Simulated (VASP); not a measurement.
# SnSe: structure and properties in VASP, part 4 of 7

What structure and properties does r2SCAN give SnSe, and how near are they to the measured ones? Left out of this account: at least 1 further run (core levels: core levels are not valid at this level). The start is a cell from a database of measured crystal structures.

VASP 6.6.1; r2SCAN; plane waves and PAW (Sn_d, Se).

So far, gap on the k-mesh (eV): step 2 (full relaxation (r2SCAN)) 1.23; step 3 (k-mesh 2×6×5) 1.10.

The database entry behind the starting cell differs from later determinations by our own check (an axis about 0.9 % long against later determinations), so it need not match the best structure at ambient conditions.

## Step 6: Density of states (r2SCAN)

A density of states needs more k-points than a total energy, and tetrahedra (ISMEAR = -5) or a smearing that fits the mesh; LORBIT projects the states on the PAW spheres. The mesh is finer than in the run before.

Input file INCAR:

```
SYSTEM = SnSe
PREC = Accurate
ENCUT = 400
EDIFF = 1E-06
NELM = 100
ISMEAR = -5
SIGMA = 0.05
LREAL = .FALSE.
ALGO = Normal
METAGGA = R2SCAN
LASPH = .TRUE.
NBANDS = 61
LORBIT = 11
LWAVE = .FALSE.
LCHARG = .FALSE.
KPAR = 4
NEDOS = 2001
```

Input file POSCAR:

```
SnSe
1.0
   11.7190832889      0.0000000000      0.0000000000
    0.0000000000      4.1324277340      0.0000000000
    0.0000000000      0.0000000000      4.6710327798
Sn Se
4 4
Direct
    0.1205912525      0.2500000000      0.1176291927
    0.3794087475      0.7500000000      0.6176291927
    0.6205912525      0.2500000000      0.3823708073
    0.8794087475      0.7500000000      0.8823708073
    0.3517336132      0.2500000000      0.0078442043
    0.1482663868      0.7500000000      0.5078442043
    0.8517336132      0.2500000000      0.4921557957
    0.6482663868      0.7500000000      0.9921557957
```

Input file KPOINTS:

```
Automatic mesh
0
Gamma
3 8 7
0 0 0
```

PAW data sets: Sn_d and Se (PBE family, release 64).

Launch:

```sh
> mpirun -np 4 vasp_std
```

Log:

```text
[... set-up lines as in an earlier step ...]
 entering main loop
       N       E                     dE             d eps       ncg     rms          rms(c)
DAV:   1     0.667094844593E+03    0.66709E+03   -0.31315E+04  5367   0.145E+03
DAV:   2    -0.293624254180E+02   -0.69646E+03   -0.65553E+03  4896   0.458E+02
DAV:   3    -0.164360313511E+03   -0.13500E+03   -0.12957E+03  5635   0.166E+02
DAV:   4    -0.173084875297E+03   -0.87246E+01   -0.86277E+01  5712   0.454E+01
DAV:   5    -0.173314754669E+03   -0.22988E+00   -0.22973E+00  5896   0.804E+00    0.764E+00
DAV:   6    -0.159747499149E+03    0.13567E+02   -0.37364E+00  6525   0.152E+01    0.516E+00
DAV:   7    -0.159810645757E+03   -0.63147E-01   -0.77857E-01  5939   0.333E+00    0.197E+00
DAV:   8    -0.159830973233E+03   -0.20327E-01   -0.38958E-02  6158   0.128E+00    0.615E-01
DAV:   9    -0.159835458116E+03   -0.44849E-02   -0.73578E-03  5624   0.386E-01    0.248E-01
DAV:  10    -0.159835885346E+03   -0.42723E-03   -0.11348E-03  6179   0.226E-01    0.957E-02
DAV:  11    -0.159836103721E+03   -0.21838E-03   -0.34230E-04  5488   0.973E-02    0.205E-02
DAV:  12    -0.159836108103E+03   -0.43815E-05   -0.51937E-05  6530   0.458E-02    0.992E-03
DAV:  13    -0.159836110980E+03   -0.28767E-05   -0.78328E-06  5360   0.129E-02    0.462E-03
DAV:  14    -0.159836109925E+03    0.10547E-05   -0.76567E-07  3015   0.623E-03    0.180E-03
DAV:  15    -0.159836109767E+03    0.15815E-06   -0.21063E-07  3040   0.251E-03
   1 F= -.15983611E+03 E0= -.15983611E+03  d E =0.000000E+00
```

The job ended after 5.6 min (4 MPI ranks of Intel Xeon Platinum 8488C (Sapphire Rapids), shared host; peak memory 1.8 GiB; 22 min of CPU time).

Parts of OUTCAR (step 6):

```text
   k-points           NKPTS =     40   k-points in BZ     NKDIM =     40   number of bands    NBANDS=     61

   NELECT =      80.0000    total number of electrons

 E-fermi :   4.5754

 k-point     1 :       0.0000    0.0000    0.0000
  band No.  band energies     occupation
    ...
     36       2.7410      2.00000
     37       3.0538      2.00000
     38       3.6402      2.00000
     39       3.8752      2.00000
     40       4.3713      2.00000
     41       5.7780      0.00000
     42       7.6091      0.00000
     43       7.6420      0.00000
     44       7.7502      0.00000
     45       7.9750      0.00000
    ...

  Total       -0.1267878     -0.0477653      0.0041699      0.0000000      0.0000000      0.0000000
  in kB       -0.8979994     -0.3383075      0.0295342      0.0000000      0.0000000      0.0000000
  external PRESSURE =      -0.4022576 kB  Pullay stress =       0.0000000 kB

 POSITION                                       TOTAL-FORCE (eV/Angst)
 -----------------------------------------------------------------------------------
      1.41322      1.03311      0.54945        -0.003089      0.000000      0.001703
      4.44632      3.09932      2.88497         0.003089     -0.000000      0.001703
      7.27276      1.03311      1.78607        -0.003089      0.000000     -0.001703
     10.30586      3.09932      4.12158         0.003089     -0.000000     -0.001703
      4.12200      1.03311      0.03664         0.006599     -0.000000      0.010622
      1.73755      3.09932      2.37216        -0.006599      0.000000      0.010622
      9.98154      1.03311      2.29888         0.006599     -0.000000     -0.010622
      7.59709      3.09932      4.63439        -0.006599     -0.000000     -0.010622
 -----------------------------------------------------------------------------------
    total drift:                                0.000000      0.000000      0.000000

  FREE ENERGIE OF THE ION-ELECTRON SYSTEM (eV)
  ---------------------------------------------------
  free  energy   TOTEN  =      -159.8361097668 eV

  energy  without entropy=     -159.8361097668  energy(sigma->0) =     -159.83610977

[... 7 parts as in an earlier step ...]

[... 9 further parts left out ...]
```

This step gave:

* SCF cycles: 15
* irreducible k-points: 40
* free energy (TOTEN): -159.8361 eV
* Fermi energy: 4.575 eV
* pressure: -0.04023 GPa
* valence top at k: 0, 0, 0.4286
* conduction bottom at k: 0, 0.375, 0
* least direct gap at k: 0, 0, 0
* gap on the k-mesh: 1.085 eV
* least direct gap on the k-mesh: 1.407 eV

The density of states has structure finer than the step of the table below, so its rows give means over 1 eV, whole bins alone (the curve runs from -12.0 to 2.79 eV). Peaks (eV: height): total -3.0: 7.29, -2.5: 7.91, -1.9: 9.85, -0.5: 6.58; Se p -3.0: 2.61, -2.5: 3.07, -1.9: 4.22, -0.5: 2.33; Sn p -3.0: 0.970, -1.9: 0.965, 2.1: 1.74; Sn s -7.5: 3.00, -7.0: 2.64, -6.7: 2.90, -0.5: 1.04; Sn d -3.0: 0.0907, -2.5: 0.111, -1.9: 0.169.

States under -12.0 eV and over 2.8 eV are left out. Density of states against energy, zero at the valence-band top; means over each step; values in states/eV/cell:

```
energy (eV)  total    Se p     Sn p    Sn s     Sn d     Se s     Se d
         -9      0       0        0       0        0        0        0
         -8  0.895  0.0875  0.00541   0.421  0.00176   0.0218  0.00245
         -7   5.13   0.572   0.0689    2.42   0.0110    0.174   0.0193
         -6   1.75   0.198   0.0288   0.765  0.00556    0.161  0.00310
         -5  0.399  0.0656   0.0260   0.116  0.00112   0.0357   2.9e-4
         -4   4.17    1.27    0.595  0.0968   0.0334   0.0251  0.00833
         -3   6.18    2.21    0.810   0.130   0.0762   0.0370   0.0175
         -2   6.68    2.73    0.713   0.202    0.106   0.0309   0.0198
         -1   5.47    1.88    0.637   0.656   0.0578   0.0308   0.0158
          0   1.44   0.531    0.116   0.244   0.0147  0.00730  0.00391
          1  0.196  0.0176   0.0545  0.0111  0.00277  0.00926  0.00364
          2   4.30   0.457     1.25   0.205   0.0617    0.176   0.0886
```

The gap on this mesh is 1.08 eV, over the 1.02 eV of the band run, since this mesh misses a band edge. In the top eV of the valence band the largest shares in the PAW spheres are Se p 35 %, Sn s 15 % and Sn p 10 %; in the lowest eV of the conduction band, Sn p 28 %, Se p 10 % and Sn s 6 %. The rest lies in smaller channels or between the spheres.

## Step 7: Zone-centre phonons (r2SCAN)

Zone-centre modes test whether the atoms sit at a minimum within this cell. IBRION = 6 takes the force constants from differences of forces between displaced cells, so the forces must be tight.

Input file INCAR:

```
SYSTEM = SnSe
PREC = Accurate
ENCUT = 400
EDIFF = 1E-08
NELM = 100
ISMEAR = 0
SIGMA = 0.05
LREAL = .FALSE.
ALGO = Normal
METAGGA = R2SCAN
LASPH = .TRUE.
NBANDS = 49
LORBIT = 11
LWAVE = .FALSE.
LCHARG = .FALSE.
KPAR = 4
IBRION = 6
NFREE = 2
POTIM = 0.015
ISIF = 2
NSW = 1
```

POSCAR is that of step 6.

Input file KPOINTS:

```
Automatic mesh
0
Gamma
2 6 5
0 0 0
```

Launch:

```sh
> mpirun -np 4 vasp_std
```

Log:

```text
[... set-up lines as in an earlier step ...]
 entering main loop
       N       E                     dE             d eps       ncg     rms          rms(c)
DAV:   1     0.668897482821E+03    0.66890E+03   -0.32898E+04  2480   0.179E+03
DAV:   2    -0.376903414187E+02   -0.70659E+03   -0.68524E+03  2368   0.524E+02
DAV:   3    -0.164590859043E+03   -0.12690E+03   -0.12122E+03  2829   0.193E+02
DAV:   4    -0.173011642436E+03   -0.84208E+01   -0.82818E+01  2781   0.512E+01
DAV:   5    -0.173296885071E+03   -0.28524E+00   -0.28471E+00  2796   0.974E+00    0.760E+00
DAV:   6    -0.159732663116E+03    0.13564E+02   -0.43926E+00  3242   0.190E+01    0.518E+00
DAV:   7    -0.159794572519E+03   -0.61909E-01   -0.92102E-01  2899   0.402E+00    0.198E+00
DAV:   8    -0.159813482999E+03   -0.18910E-01   -0.48305E-02  3048   0.160E+00    0.621E-01
DAV:   9    -0.159818297723E+03   -0.48147E-02   -0.10364E-02  2777   0.468E-01    0.240E-01
DAV:  10    -0.159818685026E+03   -0.38730E-03   -0.15078E-03  3187   0.306E-01    0.101E-01
DAV:  11    -0.159818888209E+03   -0.20318E-03   -0.52006E-04  2703   0.118E-01    0.175E-02
DAV:  12    -0.159818892512E+03   -0.43037E-05   -0.56217E-05  3253   0.504E-02    0.124E-02
DAV:  13    -0.159818894538E+03   -0.20257E-05   -0.19691E-05  2744   0.256E-02    0.326E-03
DAV:  14    -0.159818893937E+03    0.60087E-06   -0.14504E-06  2723   0.777E-03    0.150E-03
DAV:  15    -0.159818893360E+03    0.57774E-06   -0.16576E-07  2760   0.262E-03    0.429E-04
DAV:  16    -0.159818893333E+03    0.26692E-07   -0.12075E-08  1718   0.900E-04    0.251E-04
DAV:  17    -0.159818893372E+03   -0.39256E-07   -0.38879E-09  1465   0.413E-04    0.621E-05
DAV:  18    -0.159818893385E+03   -0.12735E-07   -0.10279E-09  1458   0.257E-04    0.358E-05
DAV:  19    -0.159818893378E+03    0.70286E-08   -0.53139E-10  1368   0.153E-04
   1 F= -.15981889E+03 E0= -.15981889E+03  d E =-.410698E-12
 Found     6 degrees of freedom:
 Finite differences POTIM= 0.01500 DOF=   6
 bond charge predicted
       N       E                     dE             d eps       ncg     rms          rms(c)
DAV:   1    -0.159812786628E+03    0.61068E-02   -0.11068E+00  2561   0.405E+00    0.254E-01
DAV:   2    -0.159818295414E+03   -0.55088E-02   -0.36618E-02  3144   0.886E-01    0.696E-02
DAV:   3    -0.159818345097E+03   -0.49682E-04   -0.69536E-04  3504   0.267E-01    0.633E-02
DAV:   4    -0.159818362948E+03   -0.17851E-04   -0.12649E-04  2651   0.798E-02    0.370E-02
DAV:   5    -0.159818370920E+03   -0.79726E-05   -0.26605E-05  3664   0.787E-02    0.741E-03
DAV:   6    -0.159818372255E+03   -0.13346E-05   -0.99790E-06  3067   0.216E-02    0.510E-03
DAV:   7    -0.159818372145E+03    0.10978E-06   -0.13586E-06  2735   0.105E-02    0.272E-03
DAV:   8    -0.159818372214E+03   -0.69163E-07   -0.30621E-07  3101   0.864E-03    0.917E-04
DAV:   9    -0.159818372150E+03    0.64507E-07   -0.10768E-07  3454   0.310E-03    0.543E-04
DAV:  10    -0.159818372164E+03   -0.14415E-07   -0.73988E-09  1466   0.769E-04    0.226E-04
DAV:  11    -0.159818372172E+03   -0.77216E-08   -0.61870E-09  1346   0.646E-04
   2 F= -.15981837E+03 E0= -.15981837E+03  d E =-.760304E-12
[... from here on, the cycles between the ionic steps are left out ...]
   3 F= -.15981828E+03 E0= -.15981828E+03  d E =-.105482E-11
   4 F= -.15981860E+03 E0= -.15981860E+03  d E =-.552878E-12
   5 F= -.15981860E+03 E0= -.15981860E+03  d E =-.306730E-12
   6 F= -.15981853E+03 E0= -.15981853E+03  d E =-.385475E-12
   7 F= -.15981825E+03 E0= -.15981825E+03  d E =-.594605E-12
   8 F= -.15981830E+03 E0= -.15981830E+03  d E =-.110277E-11
   9 F= -.15981834E+03 E0= -.15981834E+03  d E =-.545889E-12
  10 F= -.15981848E+03 E0= -.15981848E+03  d E =-.599297E-12
  11 F= -.15981848E+03 E0= -.15981848E+03  d E =-.310433E-12
  12 F= -.15981832E+03 E0= -.15981832E+03  d E =-.110931E-11
 Finite differences progress:
  Degree of freedom:   6/  6
  Displacement:        1/  2
  Total:              11/ 12
 bond charge predicted
       N       E                     dE             d eps       ncg     rms          rms(c)
DAV:   1    -0.159814233840E+03    0.40874E-02   -0.81401E-01  2384   0.225E+00    0.262E-01
DAV:   2    -0.159818395439E+03   -0.41616E-02   -0.27303E-02  2979   0.700E-01    0.698E-02
DAV:   3    -0.159818389319E+03    0.61202E-05   -0.64477E-04  3354   0.187E-01    0.493E-02
DAV:   4    -0.159818387276E+03    0.20424E-05   -0.15789E-04  3214   0.795E-02    0.148E-02
DAV:   5    -0.159818396352E+03   -0.90759E-05   -0.43968E-05  2442   0.388E-02    0.984E-03
DAV:   6    -0.159818397124E+03   -0.77218E-06   -0.16559E-06  3446   0.956E-03    0.670E-03
DAV:   7    -0.159818397196E+03   -0.71463E-07   -0.83628E-07  2457   0.506E-03    0.247E-03
DAV:   8    -0.159818397161E+03    0.34503E-07   -0.11950E-07  2386   0.182E-03    0.721E-04
DAV:   9    -0.159818397132E+03    0.29673E-07   -0.17576E-08  1676   0.876E-04    0.173E-04
DAV:  10    -0.159818397124E+03    0.75415E-08   -0.34392E-09  1408   0.785E-04
  13 F= -.15981840E+03 E0= -.15981840E+03  d E =-.208559E-12
 Finite differences progress:
  Degree of freedom:   6/  6
  Displacement:        2/  2
  Total:              12/ 12
```

The job ended after 36 min (4 MPI ranks; peak memory 2 GiB; 2.4 h of CPU time).

(Continued in part 5 of 7.)

[Lines on the potential files, build, host, timing and source positions are cut from VASP's logs without a mark.]

[Logs are printed without paths, hosts, clocks, repeated set-up lines and the standing remarks that a program may print on its own settings, such as how far it seeks lower states.]

[Hosts, paths, dates, database ids (printed as entryN), source tags and the programs' standing remarks are cut or masked in the printed files.]

[A measured line is paired with the nearest computed mode of its activity, which favours agreement.]

[In band tables of VASP the shares of atoms and orbitals are scaled to a sum of 1 inside the atoms' spheres.]
